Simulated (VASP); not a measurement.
The input files of a VASP run:

**KPOINTS**
```
Regular mesh
0
G
  12 12 6
```

**INCAR**
```
ALGO=Normal
LORBIT=11   # lm-projected
ENCUT=400   # plane-wave cut-off (eV)
LWAVE=.False.
NELM=100
LASPH=.True.   # aspherical one-centre terms
LMAXMIX=4   # l cut-off of mixed one-centre charges
ISMEAR=-5   # tetrahedra, Bloechl
SYSTEM=InP
ISIF=2   # forces and stress, cell fixed
NEDOS=601   # DOS grid
EDIFF=1E-7
GGA=PS   # PBEsol
LREAL=.False.   # projection in real space or not
LCHARG=.True.
PREC=Accurate
```

POSCAR:
```
InP
1.0
  3.8176965028   0.0000000000   0.0000000000
 -1.9088482514   3.3062222799   0.0000000000
  0.0000000000   0.0000000000   6.5474060060
In P
2 2
direct
  0.0000000000   0.0000000000   0.0000000000
  0.0000000000   0.0000000000   0.5000000000
  0.3333330000   0.6666670000   0.2500000000
  0.6666670000   0.3333330000   0.7500000000
```

POTCAR, in this order: In_d P (PBE.64 set). Program: vasp_std.

**Question.** Translate this PBEsol calculation to Quantum ESPRESSO's pw.x.

**Answer.** One equivalent input (not run):
```
&CONTROL
  calculation = 'scf'
  pseudo_dir = './pseudo'
  outdir = './out'
  tprnfor = .true.
  tstress = .true.
/
&SYSTEM
  ibrav = 0
  nat = 4
  ntyp = 2
  ecutwfc = 70
  occupations = 'tetrahedra'
  input_dft = 'pbesol'
/
&ELECTRONS
  conv_thr = 7.3e-09
  electron_maxstep = 100
/
ATOMIC_SPECIES
  In 114.818 In.upf
  P 30.974 P.upf
CELL_PARAMETERS angstrom
     3.8176965    0.0000000    0.0000000
    -1.9088483    3.3062223    0.0000000
    -0.0000000    0.0000000    6.5474060
ATOMIC_POSITIONS crystal
  In   0.0000000  0.0000000  0.0000000
  In   0.0000000  0.0000000  0.5000000
  P    0.3333330  0.6666670  0.2500000
  P    0.6666670  0.3333330  0.7500000
K_POINTS automatic
  12 12 6 0 0 0
```
The two are equivalent in intent, not identical: the potentials are each code's own (VASP's PAW set, PseudoDojo norm-conserving files in pw.x), so ENCUT and ecutwfc are chosen apart and not converted; conv_thr bounds pw.x's estimated SCF error, while EDIFF bounds the energy change between steps.

The structure was generated: InP was put into the NiAs type type (P6_3/mmc), which need not be its known phase. It was relaxed first, which changed the volume by +10 %.
